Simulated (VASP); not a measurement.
# NaP2 (P6/mmm) in VASP: notebook

The runs below take NaP2 through relaxation of cell and atoms, relaxation of the atoms, with PBE, PBEsol, optPBE-vdW.

Everything below comes from runs of VASP 6.6.1. Logs are shortened: lines on timing, memory, paths and dates and some standing lists are left out, and cuts for length are marked.

## (1) Starting point

The structure is hexagonal, space group P6/mmm (No. 191). The conventional cell has a = 4.111 Å, b = 4.111 Å, c = 4.389 Å, α = 90.00°, β = 90.00°, γ = 120.00°. Na (site symmetry 6/mmm) is surrounded by 12 P at 3.23 Å. P (site symmetry -6m2) has 3 P at 2.37 Å as nearest neighbours.

The cell was built by a generator and needn't be a form met in nature.

## (2) Relaxation of cell and atoms, PBE

Contents of INCAR:

```
SYSTEM = NaP2
PREC = Accurate
ENCUT = 600
EDIFF = 1E-7
ISMEAR = 0
SIGMA = 0.05
LREAL = .False.
LASPH = .True.
NELM = 100
ALGO = Fast
ISIF = 3
LWAVE = .False.
LCHARG = .False.
GGA = PE
IBRION = 2
NSW = 40
EDIFFG = -0.01
```

Contents of KPOINTS:

```
regular mesh
0
Gamma
  8 8 6
  0 0 0
```

Contents of POSCAR:

```
NaP2
1.0
    4.1106000000      0.0000000000      0.0000000000
   -2.0553000000      3.5598900000      0.0000000000
    0.0000000000      0.0000000000      4.3892600000
Na P
1 2
Direct
    0.0000000000      0.0000000000      0.0000000000
    0.3333300000      0.6666700000      0.5000000000
    0.6666700000      0.3333300000      0.5000000000
```

Potentials or basis: VASP PAW PBE potentials, release 64 (Na_pv, P).

On the command line:

```console
cat potpaw_PBE.64/Na_pv/POTCAR potpaw_PBE.64/P/POTCAR > POTCAR
mpirun -np 1 vasp_std > vasp.out
```

OUTCAR:

```text
SYSTEM = NaP2
   PREC = Accurate
   ENCUT = 600
   EDIFF = 1E-7
   ISMEAR = 0
   LREAL = .False.
   LASPH = .True.
   NELM = 100
   ISIF = 3
   GGA = PE
   IBRION = 2
   NSW = 40
   EDIFFG = -0.01

 ion  position               nearest neighbor table
   1  0.000  0.000  0.000-
   2  0.333  0.667  0.500-   3 2.37   3 2.37   3 2.37
   3  0.667  0.333  0.500-   2 2.37   2 2.37   2 2.37

  LATTYP: Found a hexagonal cell.
 ALAT       =     4.1106000000
 C/A-ratio  =     1.0677905902

  Lattice vectors:

 A1 = (   4.1106000000,   0.0000000000,   0.0000000000)
 A2 = (  -2.0553000000,   3.5598900000,   0.0000000000)
 A3 = (   0.0000000000,   0.0000000000,   4.3892600000)

Analysis of symmetry for initial positions (statically):
=====================================================================
 Subroutine PRICEL returns:
 Original cell was already a primitive cell.

 Routine SETGRP: Setting up the symmetry group for a
 hexagonal supercell.

 Subroutine GETGRP returns: Found  8 space group operations
 (whereof  8 operations were pure point group operations)
 out of a pool of 24 trial point group operations.

The static configuration has the point symmetry D_2h.

Analysis of symmetry for dynamics (positions and initial velocities):
=====================================================================
 Subroutine PRICEL returns:
 Original cell was already a primitive cell.

 Routine SETGRP: Setting up the symmetry group for a
 hexagonal supercell.

 Subroutine GETGRP returns: Found  8 space group operations
 (whereof  8 operations were pure point group operations)
 out of a pool of 24 trial point group operations.

The dynamic configuration has the point symmetry D_2h.

 Subroutine INISYM returns: Found  8 space group operations
 (whereof  8 operations are pure point group operations),
 and found     1 'primitive' translations

----------------------------------------------------------------------------------------

                                     Primitive cell

  volume of cell :      64.2293

  direct lattice vectors                    reciprocal lattice vectors
     4.110600000  0.000000000  0.000000000     0.243273488  0.140453778  0.000000000
    -2.055300000  3.559890000  0.000000000     0.000000000  0.280907556  0.000000000
     0.000000000  0.000000000  4.389260000     0.000000000  0.000000000  0.227828837

  length of vectors
     4.110600000  4.110605175  4.389260000     0.280907910  0.280907556  0.227828837

  position of ions in fractional coordinates (direct lattice)
     0.000000000  0.000000000  0.000000000
     0.333330000  0.666670000  0.500000000
     0.666670000  0.333330000  0.500000000

  ion indices of the primitive-cell ions
   primitive index   ion index
                 1           1
                 2           2
                 3           3

----------------------------------------------------------------------------------------

 KPOINTS: regular mesh

Automatic generation of k-mesh.
 Grid dimensions read from file:
 generate k-points for:    8    8    6

 Generating k-lattice:

  Cartesian coordinates                     Fractional coordinates (reciprocal lattice)
     0.030409186  0.017556722  0.000000000     0.125000000  0.000000000  0.000000000
     0.000000000  0.035113445  0.000000000     0.000000000  0.125000000  0.000000000
     0.000000000  0.000000000  0.037971473     0.000000000  0.000000000  0.166666667

  Length of vectors
     0.035113489  0.035113445  0.037971473

  Shift w.r.t. Gamma in fractional coordinates (k-lattice)
     0.000000000  0.000000000  0.000000000

 Subroutine IBZKPT returns following result:
 ===========================================

 Found     84 irreducible k-points:

 Following reciprocal coordinates:
            Coordinates               Weight
  0.000000  0.000000  0.000000      1.000000
  0.125000 -0.000000  0.000000      4.000000
 -0.125000  0.125000  0.000000      2.000000
  0.250000 -0.000000  0.000000      4.000000
 -0.250000  0.250000  0.000000      2.000000
  0.375000  0.000000  0.000000      4.000000
[... 16 lines left out ...]
  0.125000 -0.000000  0.166667      8.000000
 -0.125000  0.125000  0.166667      4.000000
 [... further k-points ...]
   k-points           NKPTS =     84   k-points in BZ     NKDIM =     84   number of bands    NBANDS=     12
   number of dos      NEDOS =    301   number of ions     NIONS =      3
   total plane-waves  NPLWV =  46656
   dimension x,y,z NGX =    36 NGY =   36 NGZ =   36
   dimension x,y,z NGXF=    72 NGYF=   72 NGZF=   72
   ions per type =               1   2
   NGX,Y,Z   is equivalent  to a cutoff of  14.56, 14.56, 13.64 a.u.
   NGXF,Y,Z  is equivalent  to a cutoff of  29.12, 29.12, 27.27 a.u.
 SYSTEM =  NaP2
   PREC   = accura    normal or accurate (medium, high low for compatibility)
   ISTART =      0    job   : 0-new  1-cont  2-samecut
   ICHARG =      2    charge: 1-file 2-atom 10-const
   ISPIN  =      1    spin polarized calculation?
[... 63 lines left out ...]
  --------------------------------------------------------------------------------------
  -------------------------------------------------------------------------------------
  Total       -0.3684213     -0.3688176      0.1375535     -0.0003421      0.0000000      0.0000000
  in kB       -9.1901423     -9.2000263      3.4312234     -0.0085331      0.0000000      0.0000000
  external PRESSURE =      -4.9863151 kB  Pullay stress =       0.0000000 kB

 VOLUME and BASIS-vectors are now :
 -----------------------------------------------------------------------------
  energy-cutoff  :      600.00
  volume of cell :       64.23
      direct lattice vectors                 reciprocal lattice vectors
     4.110600000  0.000000000  0.000000000     0.243273488  0.140453778  0.000000000
    -2.055300000  3.559890000  0.000000000     0.000000000  0.280907556  0.000000000
     0.000000000  0.000000000  4.389260000     0.000000000  0.000000000  0.227828837
[... 260 lines left out ...]
 POSITION                                       TOTAL-FORCE (eV/Angst)
 -----------------------------------------------------------------------------------
      0.00000      0.00000      4.48248         0.000000      0.000000      0.000000
     -0.00020      2.34489      2.24124        -0.000477      0.000276     -0.000000
      2.03083      1.17227      2.24124         0.000477     -0.000276      0.000000
 -----------------------------------------------------------------------------------
    total drift:                               -0.000000      0.000000      0.000000

  FREE ENERGIE OF THE ION-ELECTRON SYSTEM (eV)
  ---------------------------------------------------
  free  energy   TOTEN  =       -12.1387121416 eV

  energy  without entropy=      -12.1370676966  energy(sigma->0) =      -12.13788992

--------------------------------------- Ionic step        9  -------------------------------------------

 number of electron      16.9999997 magnetization

 Free energy of the ion-electron system (eV)
  ---------------------------------------------------
  ext. energy  EPLUGINS =         0.00000000
  ---------------------------------------------------
  free energy    TOTEN  =       -12.13876166 eV

  energy without entropy =      -12.13724170  energy(sigma->0) =      -12.13800168

 E-fermi :   4.4682     XC(G=0):  -8.8526

 val. band max:        4.3943948545   @ k =  -0.1250   0.3750   0.1667
 cond. band min:       4.4712681756   @ k =  -0.2500   0.2500   0.5000
 fundamental gap:      0.0768733210
 Fermi energy:         4.4682425790

 k-point     1 :       0.0000    0.0000    0.0000
  band No.  band energies     occupation
      1     -20.2128      2.00000
      2     -20.1976      2.00000
      3     -20.1976      2.00000
      4      -9.6117      2.00000
      5      -0.4226      2.00000
      6       0.0651      2.00000
      7       0.0655      2.00000
      8       0.4138      2.00000
      9       4.7101      0.00000
     10       4.7120      0.00000
     11       5.0863      0.00000
     12       7.0510      0.00000

 k-point     2 :       0.1250   -0.0000    0.0000
  band No.  band energies     occupation
      1     -20.2125      2.00000
      2     -20.1995      2.00000
      3     -20.1980      2.00000
      4      -9.4579      2.00000
      5      -2.0622      2.00000
      6      -0.1465      2.00000
      7       0.5518      2.00000
      8       1.5343      2.00000
      9       4.6482      0.00000
     10       5.2377      0.00000
     11       5.3144      0.00000
     12       6.5586      0.00000
[... 316 lines left out ...]
 k-point    24 :      -0.1250    0.1250    0.1667
  band No.  band energies     occupation
      1     -20.2138      2.00000
      2     -20.1994      2.00000
      3     -20.1979      2.00000
      4      -9.4241      2.00000
      5      -2.0377      2.00000
      6      -0.1293      2.00000
      7       0.0861      2.00000
      8       1.5575      2.00000
      9       4.7043      0.00000
     10       5.2581      0.00000
     11       6.2264      0.00000
     12       6.3396      0.00000

 [... further k-points ...]
[... 5 lines left out ...]
  --------------------------------------------------------------------------------------
  -------------------------------------------------------------------------------------
  Total        0.0110601      0.0079170     -0.0135279     -0.0027220      0.0000000      0.0000000
  in kB        0.2773909      0.1985606     -0.3392856     -0.0682697      0.0000000      0.0000000
  external PRESSURE =       0.0455553 kB  Pullay stress =       0.0000000 kB

 VOLUME and BASIS-vectors are now :
 -----------------------------------------------------------------------------
  energy-cutoff  :      600.00
  volume of cell :       63.88
      direct lattice vectors                 reciprocal lattice vectors
     4.058191855 -0.000280774  0.000000000     0.246425006  0.142296045  0.000000000
    -2.029339085  3.514362597  0.000000000     0.000019688  0.284557989  0.000000000
     0.000000000  0.000000000  4.479345118     0.000000000  0.000000000  0.223246920

 POSITION                                       TOTAL-FORCE (eV/Angst)
 -----------------------------------------------------------------------------------
      2.02885      3.51408      0.00000         0.000000     -0.000000     -0.000000
     -0.00018      2.34282      2.23967        -0.000356      0.000206      0.000000
      2.02903      1.17126      2.23967         0.000356     -0.000206     -0.000000
 -----------------------------------------------------------------------------------
    total drift:                               -0.000000      0.000000     -0.000000

  FREE ENERGIE OF THE ION-ELECTRON SYSTEM (eV)
  ---------------------------------------------------
  free  energy   TOTEN  =       -12.1387616607 eV

  energy  without entropy=      -12.1372417003  energy(sigma->0) =      -12.13800168

 reached required accuracy - stopping structural energy minimisation
```

Wall time 2.9 min (1 thread of Intel Xeon 6975P-C (Granite Rapids), shared host); peak memory 0.25 GiB.

Results:

- Free energy: -12.1388 eV
- Relaxed volume: 21.29 Å³/atom
- Relaxed cell: a = 4.058 Å, b = 4.058 Å, c = 4.479 Å, α = 90.00°, β = 90.00°, γ = 120.01°
- Space group after relaxing (to 0.05 Å): P6/mmm (No. 191)
- Energy gained by relaxing: 2.6 meV/atom
- Ionic steps: 9
- Pressure after relaxing: 0.0 GPa
- Band gap on the k mesh: none (metal or under the smearing width)

Step by step:
```
step  energy change (eV)  largest force (eV/Å)  pressure (GPa)  volume (Å³)
   1              0.0000                0.0001           -0.50        64.23
   2             -0.0038                0.0000           -0.15        63.61
   3             -0.0052                0.0001            0.57        62.62
   4             -0.0056                0.0000            0.26        62.97
   5             -0.0056                0.0000            0.32        62.90
   6             -0.0069                0.0001            0.28        63.16
   7             -0.0073                0.0001            0.26        63.47
   8             -0.0076                0.0006           -0.10        64.04
   9             -0.0077                0.0004            0.00        63.88
```

Final structure:
```
Na P
1.0
     4.05819   -0.00028    0.00000
    -2.02934    3.51436    0.00000
     0.00000    0.00000    4.47935
Na P
1 2
Direct
  0.00000 0.00000 0.00000
  0.33333 0.66667 0.50000
  0.66667 0.33333 0.50000
```

## (3) Relaxation of the atoms, PBEsol

Contents of INCAR:

```
SYSTEM = NaP2
PREC = Accurate ; ENCUT = 520
EDIFF = 1E-6 ; ISMEAR = 0
SIGMA = 0.05 ; LREAL = .False.
LASPH = .True. ; NELM = 80
ALGO = Normal ; ISIF = 2
LWAVE = .False. ; LCHARG = .False.
GGA = PS ; IBRION = 2
NSW = 60 ; EDIFFG = -0.01
```

KPOINTS is that of step 2.

POSCAR is that of step 2.

Potentials or basis: VASP PAW PBE potentials, release 64 (Na_pv, P).

On the command line:

```console
cat potpaw_PBE.64/Na_pv/POTCAR potpaw_PBE.64/P/POTCAR > POTCAR
mpirun -np 1 vasp_std > vasp.out
```

Wall time 23 s (1 thread of Intel Xeon 6975P-C (Granite Rapids), shared host); peak memory 0.2 GiB.

The run converged. Its results:

```yaml
Free_energy: -12.9411 eV
Pressure_after_relaxing: -1.9 GPa
Band_gap_on_the_k_mesh: none (metal or under the smearing width)
```

Stress tensor (GPa, compression positive):
```
-2.50  0.00  0.00
 0.00 -2.50  0.00
 0.00  0.00 -0.73
```

Final structure:
```
CELL_PARAMETERS angstrom
4.11060 0.00000 0.00000
-2.05530 3.55989 0.00000
0.00000 0.00000 4.38926
ATOMIC_POSITIONS crystal
Na 0.00000 0.00000 0.00000
P 0.33333 0.66667 0.50000
P 0.66667 0.33333 0.50000
```

Levels at points of the mesh, in eV from the Fermi level:
| k point | band 6 | band 7 | band 8 | band 9 | band 10 | band 11 |
| --- | --- | --- | --- | --- | --- | --- |
| (0.00, 0.00, 0.00) | -4.25 | -4.25 | -3.75 | 0.26 | 0.26 | 0.82 |
| (0.50, 0.00, 0.00) | -5.29 | -2.51 | -2.23 | -0.61 | 3.04 | 3.91 |
| (0.50, 0.50, 0.00) | -5.29 | -2.51 | -2.23 | -0.61 | 3.04 | 3.91 |
| (0.00, 0.00, 0.50) | -4.90 | -4.15 | -4.15 | 0.36 | 0.36 | 1.80 |
| (0.50, 0.00, 0.50) | -5.21 | -3.55 | -2.23 | -2.07 | 4.35 | 4.50 |
| (0.50, 0.50, 0.50) | -5.21 | -3.55 | -2.23 | -2.07 | 4.35 | 4.50 |

Caveat: the relaxation stopped at its first step, so nothing moved; the PAW data sets were made with another functional, which shifts forces and pressure a little.

## (4) Relaxation of cell and atoms, optPBE-vdW (volume scaled by 1.04)

Contents of run.py:

```python
from ase.calculators.vasp import Vasp
from ase.filters import FrechetCellFilter
from ase.io import read
from ase.optimize import BFGS

atoms = read('NaP2.cif', primitive_cell=True, subtrans_included=False)
calc = Vasp(
    directory='calc',
    xc='optpbe-vdw',
    pp='PBE',
    setups='recommended',
    prec='Accurate',
    encut=600,
    ediff=1e-06,
    ismear=-5,
    sigma=0.05,
    lreal=False,
    lasph=True,
    nelm=60,
    algo='Fast',
    isif=2,
    lwave=False,
    lcharg=False,
    kpts=[8, 8, 6],
    gamma=True,
)
atoms.calc = calc
opt = BFGS(FrechetCellFilter(atoms), trajectory='relax.traj')
converged = opt.run(fmax=0.005, steps=40)
print('converged:', converged)

print('energy (eV):', atoms.get_potential_energy())
print('free energy (eV):', atoms.get_potential_energy(force_consistent=True))
print('forces (eV/A):')
print(atoms.get_forces())
print('stress (eV/A^3, Voigt):', atoms.get_stress())
print('Fermi level (eV):', calc.get_fermi_level())
print('cell (A, degrees):', atoms.cell.cellpar())
print('volume (A^3):', atoms.get_volume())
print('scaled positions:')
print(atoms.get_scaled_positions())
```

Contents of NaP2.cif:

```cif
data_NaP2
_cell_length_a 4.16469567
_cell_length_b 4.16469567
_cell_length_c 4.44702004
_cell_angle_alpha 90.00000000
_cell_angle_beta 90.00000000
_cell_angle_gamma 120.00000000
_space_group_name_H-M_alt 'P6/mmm'
_space_group_name_Hall '-P 6 2'
_space_group_IT_number 191
loop_
_space_group_symop_operation_xyz
'x,y,z'
'-x,-y,-z'
'x-y,x,z'
'-x+y,-x,-z'
'-y,x-y,z'
'y,-x+y,-z'
'-x,-y,z'
'x,y,-z'
'-x+y,-x,z'
'x-y,x,-z'
'y,-x+y,z'
'-y,x-y,-z'
'-y,-x,-z'
'y,x,z'
'-x,-x+y,-z'
'x,x-y,z'
'-x+y,y,-z'
'x-y,-y,z'
'y,x,-z'
'-y,-x,z'
'x,x-y,-z'
'-x,-x+y,z'
'x-y,-y,-z'
'-x+y,y,z'
loop_
_atom_site_label
_atom_site_type_symbol
_atom_site_symmetry_multiplicity
_atom_site_Wyckoff_symbol
_atom_site_fract_x
_atom_site_fract_y
_atom_site_fract_z
_atom_site_occupancy
Na1 Na 1 a 0.0000000000 0.0000000000 0.0000000000 1
P1 P 2 d 0.3333333333 0.6666666667 0.5000000000 1
```

On the command line:

```console
python run.py
```

Run time: 9.8 min. Hardware: 1 thread of Intel Xeon 6975P-C (Granite Rapids), shared host; peak memory 0.47 GiB.

Results (log left out):

* Free energy: -6.9092 eV
* Relaxed volume: 21.44 Å³/atom
* Relaxed cell: a = 4.129 Å, b = 4.129 Å, c = 4.357 Å, α = 90.00°, β = 90.00°, γ = 120.00°
* Space group after relaxing (to 0.05 Å): P6/mmm (No. 191)
* Energy gained by relaxing: 3.1 meV/atom
* Ionic steps: 9
* Pressure after relaxing: 0.0 GPa
* Band gap on the k mesh: none (metal or under the smearing width)

Step by step:
```
step  energy change (eV)  largest force (eV/Å)  pressure (GPa)  volume (Å³)
   1              0.0000                0.0000           -1.24        66.80
   2             -0.0012                0.0000           -1.14        66.63
   3             -0.0078                0.0000           -0.14        64.95
   4             -0.0079                0.0000           -0.02        64.77
   5             -0.0080                0.0000            0.05        64.63
   6             -0.0085                0.0000            0.17        64.32
   7             -0.0089                0.0000            0.14        64.16
   8             -0.0091                0.0000            0.10        64.17
   9             -0.0092                0.0000           -0.01        64.31
```

Final structure:
```yaml
crystal:
  lattice:
    - [4.12856, 0.00000, 0.00000]
    - [-2.06428, 3.57544, 0.00000]
    - [0.00000, 0.00000, 4.35669]
  atoms:
    - { symbol: Na, position: [0.00000, 0.00000, 0.00000] }
    - { symbol: P, position: [0.33333, 0.66667, 0.50000] }
    - { symbol: P, position: [0.66667, 0.33333, 0.50000] }
```

Levels at points of the mesh, in eV from the Fermi level:
| k point | band 5 | band 6 | band 7 | band 8 | band 9 | band 10 | band 11 | band 12 |
| --- | --- | --- | --- | --- | --- | --- | --- | --- |
| (0.00, 0.00, 0.00) | -5.04 | -4.02 | -4.02 | -3.50 | 0.48 | 0.48 | 1.22 | 2.61 |
| (0.50, 0.00, 0.00) | -10.15 | -5.04 | -2.30 | -2.03 | -0.43 | 3.38 | 4.21 | 4.96 |
| (0.00, 0.00, 0.50) | -5.15 | -4.90 | -3.92 | -3.92 | 0.58 | 0.58 | 1.82 | 6.28 |
| (0.50, 0.00, 0.50) | -9.99 | -4.95 | -3.34 | -2.01 | -1.88 | 4.57 | 4.70 | 4.77 |

Caveat: the PAW data sets were made with another functional, which shifts forces and pressure a little.

## (5) The reference run

An earlier run on the cell as given: functional PBE; potentials or basis VASP PAW PBE potentials, release 64 (Na_pv, P); cutoff 520 eV; k mesh 8 × 8 × 6; occupations fermi-dirac, width 0.05 eV; no spin polarisation.

* Pressure: -0.5 GPa
* Band gap on the k mesh: none (metal or under the smearing width)

## (6) Overview

| task | level | cell | cutoff (eV) | smearing | optimiser | gap on the mesh (eV) | pressure (GPa) | relaxed volume (Å³/atom) |
| --- | --- | --- | --- | --- | --- | --- | --- | --- |
| relaxation of cell and atoms | PBE | relaxed | 600 | gaussian 0.05 eV | - | none | 0.0 | 21.29 |
| relaxation of the atoms | PBEsol | atoms relaxed | 520 | gaussian 0.05 eV | - | none | -1.9 | - |
| relaxation of cell and atoms | optPBE-vdW | relaxed from: volume scaled by 1.04 | 600 | tetrahedron | BFGS | none | 0.0 | 21.44 |
| single point | PBE | as given | 520 | fermi-dirac 0.05 eV | - | none | -0.5 | - |

Alike in all rows: potentials or basis VASP PAW PBE potentials, release 64 (Na_pv, P); no spin polarisation; k mesh 8 × 8 × 6.

Caveats: the PAW data sets were made with another functional, which shifts forces and pressure a little (some runs); the relaxation stopped at its first step, so nothing moved (some runs).

Absolute energies hang on the potentials; compare differences alone.
